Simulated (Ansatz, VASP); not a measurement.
Given: the input of a run of VASP 6.6.1 on HfMg6Mn. Atoms were shifted at random by some hundredths of an Å from the given cell, which wasn't relaxed again for these runs. The cell comes from a database or a generator and needn't be the stable form of this composition.

INCAR

```
SYSTEM = HfMg6Mn
PREC     = Accurate       ! precision mode
ENCUT    = 520            ! plane-wave cutoff, eV
EDIFF    = 1E-7           ! SCF threshold, eV
ISMEAR   = -1             ! smearing method
SIGMA    = 0.05           ! smearing width, eV
LREAL    = .FALSE.        ! projectors in reciprocal space
LASPH    = .TRUE.         ! aspherical terms in the spheres
NELM     = 150            ! most SCF steps
ALGO     = Normal         ! electronic algorithm
ISIF     = 2              ! what is computed and relaxed
LWAVE    = .FALSE.        ! write WAVECAR
LCHARG   = .FALSE.        ! write CHGCAR
ISPIN    = 2              ! spin polarisation
MAGMOM   = 0 4 0 0 0 0 0 0 ! initial moments
LORBIT   = 11             ! projections on sites
LMAXMIX  = 4              ! l up to which the mixer works
GGA      = PE             ! functional
NBANDS   = 32             ! bands
```

Contents of KPOINTS:

```
Automatic mesh
0
G
  6 5 5
  0 0 0
```

File POSCAR:

```
HfMg6Mn
1.0
    4.9082140000      0.0000000000      0.0000000000
    0.0000000000      3.0855680000      5.5593470000
    0.0000000000     -3.0855680000      5.5593470000
Hf Mn Mg
1 1 6
Direct
    0.5024900000      0.6827470000      0.6940600000
    0.0099110000      0.7986590000      0.8233450000
    0.4949060000      0.1674110000      0.1642500000
    0.5018550000      0.1605030000      0.6784860000
    0.5027060000      0.6914040000      0.1625220000
   -0.0045760000      0.3276360000      0.3226380000
    0.0074070000      0.3397440000      0.8323890000
    0.0048610000      0.8315660000      0.3336180000
```

Potentials or basis: VASP PAW PBE potentials, release 64 (Hf_pv, Mn_pv, Mg).

Run with:

```sh
$ cat potpaw_PBE.64/Hf_pv/POTCAR potpaw_PBE.64/Mn_pv/POTCAR potpaw_PBE.64/Mg/POTCAR > POTCAR
$ mpirun -np 1 vasp_std > vasp.out
```

Q: Set up the same calculation for Ansatz 0.2.0. Potentials or basis there: Ansatz PAW, cutoff 420 eV.

A: As run (cutoffs and basis follow the program's own potentials, and thresholds, step limits or extra output files can differ):

File input.yaml:

```yaml
crystal:
  lattice:
    - [4.908214, 0.0, 0.0]
    - [0.0, 3.085568, 5.559347]
    - [0.0, -3.085568, 5.559347]
  atoms:
    - { symbol: Hf, position: [0.50249, 0.682747, 0.69406] }
    - { symbol: Mn, position: [0.009911, 0.798659, 0.823345], spin: 4.0 }
    - { symbol: Mg, position: [0.494906, 0.167411, 0.16425] }
    - { symbol: Mg, position: [0.501855, 0.160503, 0.678486] }
    - { symbol: Mg, position: [0.502706, 0.691404, 0.162522] }
    - { symbol: Mg, position: [-0.004576, 0.327636, 0.322638] }
    - { symbol: Mg, position: [0.007407, 0.339744, 0.832389] }
    - { symbol: Mg, position: [0.004861, 0.831566, 0.333618] }
hamiltonian:
  xc: pbe
  pseudopotentials: { kind: paw }
magnetization:
  spin_polarized: true
kpoints:
  mp_grid: { grid: [6, 5, 5] }
scf:
  occupations: { method: fermi_dirac, width: 0.05 }
output:
  forces: true
  stress: true
  eigenvalues: true
```

Potentials or basis: Ansatz PAW.

Command:

```bash
$ ansatz run input.yaml --threads 4 --pin off --max-ram 10240MiB --backend cpu --events-out ev --progress --plain --runs-dir out
```

Both were run:

|  | VASP | Ansatz |
| --- | --- | --- |
| Pressure | 0.3 GPa | 0.4 GPa |
| Largest force | 0.414 eV/Å | 0.414 eV/Å |
| Net moment | 2.83 μB per cell | 2.82 μB per cell |

Ansatz's pressure holds a Pulay term of +0.01 GPa for its cutoff of 420 eV, which the other run lacks.

The potentials hold 35 and 101 valence electrons a cell.

Where Ansatz's input types no cutoff or centring, it takes its own default and a Γ-centred mesh.

The magnetic state is the one that the start led to; the real crystal's order can differ.

Pressure is positive in compression.
